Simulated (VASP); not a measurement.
```
AlGaN2
1.0
    3.14506     0.00000     0.00000
   -1.57253     2.72370     0.00000
    0.00000     0.00000     5.09755
Al Ga N
1 1 2
Cartesian
  0.00000   0.00000   5.09425
  1.57253   0.90790   2.53556
  1.57253   0.90790   0.56858
  0.00000   0.00000   3.20171
```

These are r2SCAN meta-GGA, VASP's PBE PAW potentials (set 64) (plane waves; VASP) values and carry that method's errors. Settings: 520 eV cut-off, 9×9×5 Γ-centred mesh, tetrahedra with Blöchl corrections, potentials Al Ga_d N.

Problem. Give the energies of bands 8 to 16 at the high-symmetry points, in eV from the valence-band maximum.

Solution. 
```csv
band,Γ,M,K,A,L,H
8,-6.70,-6.18,-5.20,-4.31,-6.64,-6.16
9,-1.18,-4.74,-5.19,-3.14,-5.81,-5.04
10,-1.18,-3.93,-4.11,-0.99,-2.02,-4.27
11,-0.14,-2.54,-2.94,-0.99,-1.91,-4.03
12,0.00,-2.12,-2.72,-0.20,-1.68,-1.37
13,0.00,-0.91,-2.69,-0.20,-1.46,-1.12
14,3.38,5.85,5.52,5.46,5.11,7.19
15,6.24,6.40,8.96,6.32,5.63,7.58
16,10.53,7.43,9.02,9.74,8.48,7.94
```

The gap is direct, 3.38 eV, from the valence maximum at Γ to the conduction minimum at Γ.

The structure comes from a computed database's AlGaN2 entry (P3m1); how it stands against other phases isn't given here. It was relaxed first.
